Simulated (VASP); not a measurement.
**KTaO3: energy against strain**

KTaO3 (cubic perovskite, Pm-3m, 12.704 Å³/atom and stress up to 0.13 GPa in the relaxed cell, cube axes along x, y and z) under an equal strain ε along x and y, with z held. PBEsol in VASP (plane waves, PAW), 600 eV, 8×8×8 Γ-centred mesh, Gaussian smearing 0.05 eV; ions are relaxed, or left where forces stay under 0.02 eV/Å, within the symmetry of each cell.

Here s stands for strain and y for E less E0.

| strain (%) | E less E0 (meV/atom) |
|---|---|
| -1.50 | 10.49 |
| -1.00 | 4.68 |
| -0.50 | 1.22 |
| 0.00 | 0.00 |
| 0.50 | 0.88 |
| 1.00 | 3.77 |
| 1.50 | 8.57 |
| 3.00 | ? |

Taking a parabola for y over the 7 complete rows: Least squares gives y = -0.008 - 0.5657·s + 4.2381·s². Residuals (row less fit): 0.114, -0.116, -0.114, 0.008, 0.111, 0.106, -0.109; standard error 0.137 (degrees of freedom: 4). Twice the quadratic coefficient over the volume, 2 × 4.2381 meV × 10⁴ × 0.1602 / 12.704 Å³, is the elastic constants 2(C11 + C12) = 1069 ± 15 GPa (± standard error of the fit, which holds the terms cut off).

**Question.** Predict the withheld y at s = 3.00 from the fit, and compare with the calculation.

**Answer.** y = -0.008 - 0.5657 × 3.0 + 4.2381 × 3.0² = 36.438 meV/atom. The calculation gives 33.38 meV/atom, 3.058 meV/atom below the prediction (9.2 % of the range of y in the table). The row lies outside the fitted rows, so this is an extrapolation. From the scatter of the fitted rows alone, a prediction at this place has a standard error of 0.523 meV/atom, so the miss is 5.8 times that.

A polynomial of degree 3 through the 12 other runs of the series gives 33.26 there, so most of the miss is curvature that the fit leaves out. The primitive cell can neither tilt nor turn polar against its symmetry, as such crystals can under strain. Rows are the converged runs of the series near zero and its far end; series whose fitted rows scatter by over a few per cent of the range, as at a crossing or softening among them, aren't shown in this form, nor equations of state whose B0' disagrees with the runs' pressures. Most that stay on the fit to the last digits aren't either.
